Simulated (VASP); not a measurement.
Energy against volume of SrO (rock salt). These are RPBE GGA, VASP's PBE PAW potentials (set 64) (plane waves; VASP) values and carry that method's errors. Run with 520 eV cut-off, 9×9×9 Γ-centred mesh, Gaussian smearing of 0.050 eV, potentials Sr_sv O.

| V (Å³/atom) | E (eV/atom) |
|---|---|
| 17.704 | -5.68952 |
| 18.251 | -5.69423 |
| 18.799 | -5.69111 |
| 19.346 | -5.68136 |

### Question
Fit these four points and predict the energy of the run at 17.156 Å³/atom.

### Answer
A cubic in V^(−2/3), the third-order Birch-Murnaghan form, passes through the four points with V0 = 18.29 Å³/atom and B0 = 75 GPa, and gives -5.6756 eV/atom there. The run gave -5.6756 eV/atom, -0.0 meV/atom from the fit; all five points give B0 = 75 GPa.

The compound is SrO in the rock salt structure. It was relaxed first, which changed the volume by +7 %.
